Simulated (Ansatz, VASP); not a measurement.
# Cross-check of Au between VASP and Ansatz

One calculation is typed for both programs; each brings its own data sets. How far apart do they land? The structure shown is the end of the Ansatz relaxation below.

Method: plane waves, with VASP 6.6.1 beside it; single point at PBEsol, in Ansatz 0.2.0.

**1. The structure**

Symmetry: I4/mmm, No. 139, tetragonal system. Conventional cell: a = 2.830 Å, b = 2.830 Å, c = 4.216 Å, α = 90.00°, β = 90.00°, γ = 90.00°. Au has 12 Au at 2.83 to 2.91 Å nearest.

**2. Ansatz: relaxation, PBEsol**

Ansatz runs on its PAW soft_1 files.

This run makes the geometry at which the two programs are then compared.

File input.yaml:

```yaml
crystal:
  lattice:
    - [2.82970492, 0.0, 0.0]
    - [0.0, 2.82970492, 0.0]
    - [0.0, 0.0, 4.132478724]
  atoms:
    - { symbol: Au, position: [0.0, 0.0, 0.0] }
    - { symbol: Au, position: [0.5, 0.5, 0.5] }
kpoints:
  mp_grid: { grid: [15, 15, 11] }
scf:
  occupations: { method: fermi_dirac, width: 0.05 }
hamiltonian:
  xc: pbesol
  pseudopotentials: { kind: paw, azcp: { folder: soft_1 }, xc_functional: pbe }
basis:
  ecutwfc: 600
output:
  forces: true
  stress: true
relax:
  f_tol: 0.005
  max_steps: 70
  cell: { stress_tol: 0.02, p_target: 0, fix: [a, b, alpha, beta, gamma] }
```

Started as:

```bash
$ ansatz run input.yaml --threads 4 --pin off --max-ram 10240MiB --backend cpu --events-out ev --progress --plain --runs-dir out
```

Numbers of over 12 decimals in the logs are rounded to 6 here.

Log:

```text
Engine: ansatz 0.2.0, aarch64-unknown-linux-gnu
Pseudopotentials: kind: paw
Pseudopotential: Au, paw, valence charge 19, recommended cutoff 420 eV (normal), soft_1/Au.paw.azcp
Functional definition: PBEsol
  exchange = pbesol_x
  correlation = pbesol_c
Crystal: 2 atoms, lattice volume = 33.090 Å³
Basis set: ecut = 600 eV, 1089 PW (Γ), exchange–correlation on 48×48×72 points (8 copies of the dense FFT grid, shifted against one another)
Bands: 23, of which v1, the nominal top of the filled ones, is band 19 counted from 1 (18 counted from 0)
Symmetry: 32 space group operations
Space group: I4/mmm (ITA 139), of the structure as read, at distance tolerance 3.2e-5 Å
k-points: 216 of 2475
Non-local potential: Au, projectors of the file, l = 0: 3, l = 1: 2, l = 2: 2, l = 3: 1
PAW form: soft (Blöchl's): semilocal exchange-correlation on the pseudo side does not see the compensation charge
PAW frozen core: Au, regenerated for the run's functional, and the local potential with it (the file was generated under x = pbe(κ = 0.804, μ = 0.219515), c = pbe(β = 0.066725))
PAW one-centre angular grid: Au, 590 points (default); XC on 64 Gauss nodes
Initial density: superposition of atomic densities (chi_scale 0.1, normalization cell)
Initial wavefunctions: pseudopotential atomic-orbital guess
Functional: x = pbesol(κ = 0.804, μ = 0.123457), c = pbesol(β = 0.046)
SCF iter   1: F=—  HF=-26018.314198 eV  |F-HF|=—  |Δ(HF+E_count)|=         —  Δρ=7.60e-2  dr2=2.06e0  ethr=3.10e-3  ⟨swp⟩=4.4  Hψ=18693  notcnv=0
preconditioner: auto → Kerker (q_TF=auto, 2.792 Å⁻¹)  [metal: Δε(μ)=0.008 eV  Ē_g=10.831 eV  σ=0.050 eV  W_gap=0.04  n_scr=14 (ndim 8)  ℏωp=30.3 eV  f_vac=0.000  D(μ)=0.55/eV (n_scr^D=2)]
SCF iter   2: F=—  HF=-26017.797407 eV  |F-HF|=—  |Δ(HF+E_count)|=   5.17e-1  Δρ=3.45e-2  dr2=4.10e-1  ethr=3.10e-3  ⟨swp⟩=2.8  Hψ=9617  notcnv=0  defer=13
SCF iter   3: F=—  HF=-26017.670003 eV  |F-HF|=—  |Δ(HF+E_count)|=   1.27e-1  Δρ=7.94e-3  dr2=1.18e-2  ethr=1.08e-3  ⟨swp⟩=2.0  Hψ=7986  notcnv=0  defer=13
SCF iter   4: F=—  HF=-26017.671643 eV  |F-HF|=—  |Δ(HF+E_count)|=   1.64e-3  Δρ=1.32e-3  dr2=3.15e-4  ethr=3.09e-5  ⟨swp⟩=2.2  Hψ=10290  notcnv=0  defer=13
SCF iter   5: F=—  HF=-26017.671698 eV  |F-HF|=—  |Δ(HF+E_count)|=   5.58e-5  Δρ=2.80e-4  dr2=2.74e-5  ethr=8.28e-7  ⟨swp⟩=2.0  Hψ=8923  notcnv=0  defer=13
SCF iter   6: F=—  HF=-26017.671698 eV  |F-HF|=—  |Δ(HF+E_count)|=   7.63e-7  Δρ=6.44e-5  dr2=1.20e-6  ethr=7.22e-8  ⟨swp⟩=2.1  Hψ=7101  notcnv=0  defer=13
SCF iter   7: F=-26017.671697 eV  HF=-26017.671697 eV  |F-HF|=3.42e-10  |Δ(HF+E_count)|=   7.71e-8  Δρ=7.91e-6  dr2=1.30e-8  ethr=2.63e-10  ⟨swp⟩=4.0  Hψ=16489  notcnv=0
SCF 1 converged in 7 iterations: F = -26017.671697 eV  dr2 = 1.30e-8
  greatest PAW one-centre occupation: 1.000 electrons in one spin orbital (limit 2), on the Au atom at site 1 (counted from 0), in its partial waves of l = 0
relax step   1: F+E_penalty+E_count = -26017.67169746 eV  Δ(F+E_penalty+E_count) = +0.000e0 eV  max|allowed force component| = 9.047e-30 eV/Å  Δτ_max = 0.0000 Å  P = +5.325 GPa  Ω = 33.090 Å³  fix = [a, b, alpha, beta, gamma]  reactions: a +5.826, b +5.826 GPa  (7 SCF iters, dr2 threshold 1.00e-7 eV, accepted)
[...]
relax step   2: F+E_penalty+E_count = -26017.67666054 eV  Δ(F+E_penalty+E_count) = -4.963e-3 eV  max|allowed force component| = 1.124e-29 eV/Å  Δτ_max = 0.0000 Å  P = -0.681 GPa  Ω = 34.223 Å³  energy of the carried Pulay correction = -2.862e-5 eV  fix = [a, b, alpha, beta, gamma]  reactions: a +0.329, b +0.329 GPa  (5 SCF iters, dr2 threshold 2.00e-7 eV, accepted)
[...]
relax step   3: F+E_penalty+E_count = -26017.68062153 eV  Δ(F+E_penalty+E_count) = -3.961e-3 eV  max|allowed force component| = 8.875e-30 eV/Å  Δτ_max = 0.0000 Å  P = +1.458 GPa  Ω = 33.787 Å³  energy of the carried Pulay correction = -1.782e-5 eV  fix = [a, b, alpha, beta, gamma]  reactions: a +2.267, b +2.267 GPa  (4 SCF iters, dr2 threshold 2.00e-7 eV, accepted)
[...]
relax step   4: F+E_penalty+E_count = -26017.68063487 eV  Δ(F+E_penalty+E_count) = -1.334e-5 eV  max|allowed force component| = 6.705e-30 eV/Å  Δτ_max = 0.0000 Å  P = +1.589 GPa  Ω = 33.762 Å³  energy of the carried Pulay correction = -1.718e-5 eV  fix = [a, b, alpha, beta, gamma]  reactions: a +2.385, b +2.385 GPa  (3 SCF iters, dr2 threshold 6.26e-8 eV, accepted)
[...]
relax step   5: F+E_penalty+E_count = -26017.68065394 eV  Δ(F+E_penalty+E_count) = -1.907e-5 eV  max|allowed force component| = 2.367e-30 eV/Å  Δτ_max = 0.0000 Å  P = +1.590 GPa  Ω = 33.762 Å³  fix = [a, b, alpha, beta, gamma]  reactions: a +2.385, b +2.385 GPa  stress off target by 1.19e-3 GPa on what of the cell is left free  SCF on the basis re-selected at this cell (its energy is not comparable with the rows above)  (7 SCF iters)
basis re-selected at this cell: Δ(F+E_penalty+E_count) = -1.907e-5 eV, ΔP = +0.000 GPa vs the last step (what re-selecting the basis moved, of the pressure what is left beyond the Pulay correction that the steps carried, after the strain that the cell walked since its last selection, with what the two solves' SCF thresholds leave and, on support functions, any second-order correction that the steps lacked; it is no m [...]
SCF converged after 7 iterations
Free energy (F): -26017.680654 eV
Harris-Foulkes:  -26017.680654 eV  (|F-HF|=1.46e-11)
Internal energy: -26017.676007 eV  (E = F + TS)
E sigma→0 (E₀):  -26017.678331 eV
Entropy (-TS):   -0.004647 eV (-2.323 meV/atom)
Fermi energy:    20.688899 eV
--- Per-component energies (eV) ---
  E_band       = -415.305508
  E_kinetic    = 1156.134015
  E_local      = -3375.833652  (includes V_loc(G=0)·N_el)
  E_nonlocal   = 202.897022
  E_hartree    = 1460.027933
  E_xc         = -428.311632
  E_vxc        = -522.245205  (∫ρ·V_xc dr)
  E_paw        = -19180.710209  (= ΣΔE_a)
  E_vpaw       = -796.313339  (= ΣTr[D̂ρ^β])
  E_aug_tail   = -0.000189  (compensation charges beyond the density's cutoff)
  E_ewald      = -5852.498350
  E_core_change = 0.619054  (= ΣΔE_core)
  E_smearing   = -0.004647  (= −TS)
  E_closure    = -0.000000  (closes the sum)
  Σ components = -26017.680654   (vs F -26017.680654, Δ=0.00e0)
--- Forces (eV/Å), atoms counted from 1 ---
  atom   1  Au     0.00000000     0.00000000     0.00000000
  atom   2  Au     0.00000000     0.00000000     0.00000000
  max |Σ_I F_I| component: 3.87e-29 eV/Å
--- Stress (GPa, compression-positive) ---
        2.385257      -0.000000       0.000000
       -0.000000       2.385257       0.000000
        0.000000       0.000000      -0.001188
  P = ⅓ Tr σ = 1.5898 GPa (15.898 kbar)
--- Relaxed structure (4 steps of the walk, 4 accepted, 1 SCFs on fresh bases) ---
  F+E_penalty+E_count = -26017.68065394 eV   max|allowed force component| = 2.367e-30 eV/Å   (the final SCF, on the basis selected at the relaxed cell)
  cell:  # Å, volume = 33.7620 Å³
    - [2.82970492, 0, 0.0]
    - [0, 2.82970492, 0.0]
    - [0.0, 0.0, 4.216444]
  atoms:
    - { symbol: Au, position: [0.0, 0.0, 0.0] }
    - { symbol: Au, position: [0.5, 0.5, 0.500000] }
```

Reading the cycles: dr2 is the Hartree energy of the density residual (eV), the measure of convergence; HF is the Harris–Foulkes estimate of the energy, which meets the free energy F at convergence.

**3. VASP: single point, PBEsol, pair 1**

The same cell, functional, mesh and smearing now go to VASP, with its own data sets.

Lines of VASP's logs that name or quote its potential files are left out, and so is its time.

File INCAR:

```
SYSTEM = Au
PREC = Accurate
ENCUT = 500
EDIFF = 1E-06
NELM = 120
ISMEAR = -1
SIGMA = 0.05
LREAL = .FALSE.
ALGO = Normal
GGA = PS
NBANDS = 17
LASPH = .TRUE.
LORBIT = 11
LWAVE = .FALSE.
LCHARG = .FALSE.
ISIF = 2
GGA_COMPAT = .FALSE.
KPAR = 2
```

File POSCAR:

```
Au
1.0
    2.8297049200      0.0000000000      0.0000000000
    0.0000000000      2.8297049200      0.0000000000
    0.0000000000      0.0000000000      4.2164443248
Au
2
Direct
    0.0000000000      0.0000000000      0.0000000000
    0.5000000000      0.5000000000      0.5000000000
```

File KPOINTS:

```
Automatic mesh
0
Gamma
15 15 11
0 0 0
```

PAW data sets: Au (PBE family, release 64).

Started as:

```bash
$ mpirun -np 2 vasp_std
```

Log:

```text
[banner, memory and clock lines left out]
running    2 mpi-ranks, on    1 nodes
 distrk:  each k-point on    1 cores,    2 groups
 distr:  one band on    1 cores,    1 groups

 POSCAR found type information on POSCAR Au
 POSCAR found :  1 types and       2 ions
|                                                                             |
|               ----> ADVICE to this user running VASP <----                  |
|                                                                             |
|     You enforced a specific xc type in the INCAR file but a different       |
|     [... a line on the potential file left out ...]
|     I HOPE YOU KNOW WHAT YOU ARE DOING!                                     |
|                                                                             |

 LDA part: xc-table for (Slater+PW92), standard interpolation
 POSCAR, INCAR and KPOINTS ok, starting setup
 FFT: planning ... GRIDC
 FFT: planning ... GRID_SOFT
 FFT: planning ... GRID
 WAVECAR not read
 entering main loop
       N       E                     dE             d eps       ncg     rms          rms(c)
DAV:   1     0.119239093294E+03    0.11924E+03   -0.11412E+04  7536   0.120E+03
DAV:   2    -0.675793279944E+01   -0.12600E+03   -0.12078E+03  7818   0.264E+02
DAV:   3    -0.851469002703E+01   -0.17568E+01   -0.17487E+01  9016   0.323E+01
DAV:   4    -0.852202412521E+01   -0.73341E-02   -0.73332E-02  8419   0.216E+00
DAV:   5    -0.852208632742E+01   -0.62202E-04   -0.62201E-04  8989   0.207E-01    0.140E+01
DAV:   6    -0.789694208010E+01    0.62514E+00   -0.12141E+00  7751   0.104E+01    0.861E+00
DAV:   7    -0.785004188354E+01    0.46900E-01   -0.13222E-01  8834   0.336E+00    0.359E+00
DAV:   8    -0.784421846397E+01    0.58234E-02   -0.97435E-03  8092   0.872E-01    0.423E-01
DAV:   9    -0.784419164741E+01    0.26817E-04   -0.38200E-05  8755   0.540E-02    0.199E-02
DAV:  10    -0.784419962976E+01   -0.79824E-05   -0.16388E-06  7675   0.131E-02    0.263E-03
DAV:  11    -0.784419969822E+01   -0.68457E-07   -0.16094E-07  4188   0.344E-03
   1 F= -.78441997E+01 E0= -.78418910E+01  d E =-.461744E-02
```

OUTCAR, selected parts (step 3):

```text
ion  position               nearest neighbor table
   1  0.000  0.000  0.000-   2 2.91   2 2.91   2 2.91   2 2.91   2 2.91   2 2.91   2 2.91   2 2.91

  LATTYP: Found a simple tetragonal cell.
 ALAT       =     2.8297049200
 C/A-ratio  =     1.4900650223

 Subroutine GETGRP returns: Found 16 space group operations
 (whereof 16 operations were pure point group operations)

The static configuration has the point symmetry D_4h.

 Found    216 irreducible k-points:

   k-points           NKPTS =    216   k-points in BZ     NKDIM =    216   number of bands    NBANDS=     17

   dimension x,y,z NGX =    24 NGY =   24 NGZ =   32
   dimension x,y,z NGXF=    48 NGYF=   48 NGZF=   64

   ENCUT  =  500.0 eV  36.75 Ry    6.06 a.u.   5.16  5.16  7.69*2*pi/ulx,y,z

   NELECT =      22.0000    total number of electrons

 k-points in reciprocal lattice and weights: Automatic mesh
   0.00000000  0.00000000  0.00000000       0.000
   0.06666667  0.00000000  0.00000000       0.002
   0.13333333  0.00000000  0.00000000       0.002
   0.20000000  0.00000000  0.00000000       0.002
   0.26666667  0.00000000  0.00000000       0.002
   0.33333333  0.00000000  0.00000000       0.002
   0.40000000  0.00000000  0.00000000       0.002
   0.46666667  0.00000000  0.00000000       0.002
   0.06666667  0.06666667  0.00000000       0.002
[...]
0.46666667  0.40000000  0.45454545       0.006
   0.46666667  0.46666667  0.45454545       0.003

 average (electrostatic) potential at core
       1 -63.9535       2 -63.9535

 E-fermi :   9.4839

 k-point     1 :       0.0000    0.0000    0.0000
  band No.  band energies     occupation
    ...
      7       5.9807      2.00000
      8       6.5193      2.00000
      9       7.4730      2.00000
     10       7.7830      2.00000
     11       7.7830      2.00000
     12       9.7922      0.00419
     13      14.4570      0.00000
     14      20.0459      0.00000
     15      20.0459      0.00000
     16      23.9661      0.00000
    ...

 k-point     2 :       0.0667    0.0000    0.0000
  band No.  band energies     occupation
    ...
      7       5.9941      2.00000
      8       6.4731      2.00000
      9       7.3528      2.00000
     10       7.3883      2.00000
     11       7.7533      2.00000
     12      10.3280      0.00000
     13      14.3857      0.00000
     14      19.5480      0.00000
     15      20.2582      0.00000
     16      24.0926      0.00000
    ...

 k-point     3 :       0.1333    0.0000    0.0000
  band No.  band energies     occupation
    ...
      7       6.0509      2.00000
      8       6.3459      2.00000
      9       6.5948      2.00000
     10       7.1575      2.00000
     11       7.6648      2.00000
     12      11.4021      0.00000
     13      14.1633      0.00000
     14      18.4294      0.00000
     15      20.8700      0.00000
     16      24.4080      0.00000
    ...

  Total        0.4454631      0.4454631     -0.0556934      0.0000000     -0.0000000      0.0000000
  in kB       21.1394498     21.1394498     -2.6429287      0.0000000     -0.0000000      0.0000000
  external PRESSURE =      13.2119903 kB  Pullay stress =       0.0000000 kB

  energy-cutoff  :      500.00
  volume of cell :       33.76
      direct lattice vectors                 reciprocal lattice vectors
     2.829704920  0.000000000  0.000000000     0.353393738  0.000000000  0.000000000
     0.000000000  2.829704920  0.000000000     0.000000000  0.353393738  0.000000000
     0.000000000  0.000000000  4.216444325     0.000000000  0.000000000  0.237166656

 POSITION                                       TOTAL-FORCE (eV/Angst)
 -----------------------------------------------------------------------------------
      0.00000      0.00000      0.00000        -0.000000     -0.000000      0.000000
      1.41485      1.41485      2.10822         0.000000      0.000000      0.000000
 -----------------------------------------------------------------------------------
    total drift:                                0.000000      0.000000     -0.000000

  FREE ENERGIE OF THE ION-ELECTRON SYSTEM (eV)
  ---------------------------------------------------
  free  energy   TOTEN  =        -7.8441996982 eV

  energy  without entropy=       -7.8395822551  energy(sigma->0) =       -7.84189098

 total charge
# of ion       s       p       d       tot
------------------------------------------
    1        0.539   0.366   8.752   9.657
    2        0.539   0.366   8.752   9.657
--------------------------------------------------
tot          1.079   0.732  17.504  19.315

[... 3 further parts left out ...]
```

The run ends at a pressure of 1.32 GPa.

**4. Differences**

Known differences besides the potentials themselves: the data sets hold 38 valence electrons in Ansatz (on its PAW soft_1 files) and 22 in VASP; the cutoff is 600 eV in Ansatz and 500 eV in VASP; Ansatz makes its cores anew for this functional, VASP keeps those of its PBE data sets; Ansatz's pressure holds a Pulay correction, VASP's none. Total energies have different zeros and are not compared.

The two programs side by side:

```
      quantity  Ansatz  VASP  difference
pressure (GPa)    1.59  1.32       +0.27
```

**5. Ansatz: relaxation, PBEsol**

This run makes the geometry at which the two programs are then compared. The cell compared in this pair holds 33.91 Å³, against 33.76 Å³ for the pair before.

The structure compared here is the end of the Ansatz relaxation.

input.yaml, as its differences from that of step 2:

```diff
@@ -2,5 +2,5 @@
   lattice:
-    - [2.82970492, 0.0, 0.0]
-    - [0.0, 2.82970492, 0.0]
-    - [0.0, 0.0, 4.132478724]
+    - [2.85857946, 0.0, 0.0]
+    - [0.0, 2.85857946, 0.0]
+    - [0.0, 0.0, 4.107977862]
   atoms:
```

Started as:

```bash
$ ansatz run input.yaml --threads 4 --pin off --max-ram 10240MiB --backend cpu --events-out ev --progress --plain --runs-dir out
```

Log:

```text
[...]
Crystal: 2 atoms, lattice volume = 33.568 Å³
Basis set: ecut = 600 eV, 1101 PW (Γ), exchange–correlation on 48×48×72 points (8 copies of the dense FFT grid, shifted against one another)
Bands: 23, of which v1, the nominal top of the filled ones, is band 19 counted from 1 (18 counted from 0)
Symmetry: 32 space group operations
[...]
k-points: 216 of 2475
[...]
0.907058       0.000000      -0.000000
        0.000000       0.907058       0.000000
       -0.000000       0.000000       0.001321
  P = ⅓ Tr σ = 0.6051 GPa (6.051 kbar)
--- Relaxed structure (4 steps of the walk, 4 accepted, 1 SCFs on fresh bases) ---
[...]
cell:  # Å, volume = 33.9075 Å³
    - [2.85857946, 0, 0]
    - [0, 2.85857946, 0]
    - [0, 0, 4.149494]
  atoms:
    - { symbol: Au, position: [0.0, 0.0, 0.0] }
    - { symbol: Au, position: [0.5, 0.5, 0.5] }
[key lines of the parts left out:]
SCF converged after 6 iterations
Free energy (F): -26017.687502 eV
Fermi energy:    20.590295 eV
```

**6. VASP: single point, PBEsol, pair 2**

The same cell, functional, mesh and smearing now go to VASP, with its own data sets.

INCAR is that of step 3.

File POSCAR:

```
Au
1.0
    2.8585794600      0.0000000000      0.0000000000
    0.0000000000      2.8585794600      0.0000000000
    0.0000000000      0.0000000000      4.1494941300
Au
2
Direct
    0.0000000000      0.0000000000      0.0000000000
    0.5000000000      0.5000000000      0.5000000000
```

KPOINTS is that of step 3.

Started as:

```bash
$ mpirun -np 2 vasp_std
```

Log:

```text
[banner, memory and clock lines left out]
running    2 mpi-ranks, on    1 nodes
[...]
[... a notice as in an earlier step ...]

 LDA part: xc-table for (Slater+PW92), standard interpolation
 POSCAR, INCAR and KPOINTS ok, starting setup
[...]
entering main loop
       N       E                     dE             d eps       ncg     rms          rms(c)
DAV:   1     0.117306592326E+03    0.11731E+03   -0.11336E+04  7632   0.120E+03
DAV:   2    -0.680792481279E+01   -0.12411E+03   -0.11866E+03  7813   0.263E+02
DAV:   3    -0.852360956323E+01   -0.17157E+01   -0.17080E+01  8952   0.320E+01
DAV:   4    -0.853077666460E+01   -0.71671E-02   -0.71662E-02  8541   0.214E+00
[...]
DAV:   9    -0.785085680208E+01    0.36228E-04   -0.48396E-05  8833   0.629E-02    0.230E-02
DAV:  10    -0.785086488571E+01   -0.80836E-05   -0.18165E-06  7401   0.140E-02    0.377E-03
DAV:  11    -0.785086495484E+01   -0.69128E-07   -0.24368E-07  4191   0.426E-03
   1 F= -.78508650E+01 E0= -.78484149E+01  d E =-.490003E-02
```

(Part 1 of 2 ends here.)

[Lines on the potential files, build, host, timing and source positions are cut from VASP's logs without a mark.]

[Logs are printed without paths, hosts, clocks, repeated set-up lines and the standing remarks that a program may print on its own settings, such as how far it seeks lower states.]

[Hosts, paths, dates, database ids (printed as entryN), source tags and the programs' standing remarks are cut or masked in the printed files.]
